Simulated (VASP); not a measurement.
Given:

```
CELL_PARAMETERS angstrom
      1.60147    -2.77383     0.00000
      1.60147     2.77383     0.00000
      0.00000     0.00000    16.22309
ATOMIC_POSITIONS crystal
  Mo 0.33333 0.66667 0.25000
  Mo 0.66667 0.33333 0.75000
  S  0.33333 0.66667 0.84628
  S  0.66667 0.33333 0.34628
  S  0.66667 0.33333 0.15372
  S  0.33333 0.66667 0.65372
```

Method: revPBE GGA, VASP's PBE PAW potentials (set 64) (plane waves; VASP). Numerical set-up: 520 eV cut-off, Gaussian smearing of 0.050 eV, potentials Mo_sv S.

Without a dispersion term in the relaxation, distances and binding between the weakly bound layers, chains or molecules are unreliable, and so is what depends on them.

Question: Give the energies of bands 17 to 30 at the high-symmetry points, in eV from the valence-band maximum.

Answer: 
```csv
band,Γ,M,K,A,L,H
17,-2.74,-4.18,-4.13,-2.74,-4.17,-4.13
18,-2.74,-4.16,-4.13,-2.74,-4.17,-4.13
19,-1.96,-3.28,-3.70,-1.85,-3.28,-3.70
20,-1.73,-3.28,-3.70,-1.85,-3.28,-3.70
21,-1.66,-1.99,-2.96,-1.66,-1.99,-2.96
22,-1.66,-1.99,-2.96,-1.66,-1.99,-2.96
23,-1.66,-1.16,-2.28,-1.66,-1.16,-2.28
24,-1.66,-1.15,-2.28,-1.66,-1.16,-2.28
25,-0.18,-0.75,-0.16,-0.08,-0.75,-0.15
26,0.00,-0.75,-0.15,-0.08,-0.75,-0.15
27,2.57,2.04,1.47,2.57,2.04,1.47
28,2.57,2.04,1.47,2.57,2.04,1.47
29,2.57,2.55,2.92,2.57,2.56,2.95
30,2.59,2.57,2.99,2.58,2.56,2.96
```

The gap is indirect, 1.47 eV, from the valence maximum at Γ to the conduction minimum at K.

Measured: gap 1.29 eV (computed value off by +0.18 eV), as given by Wei Chen et al., Physical Review Materials (2018), doi:10.1103/physrevmaterials.2.073803.

The compound is MoS2 in the 2H layered structure. It was relaxed first, which changed the volume by +36 %.
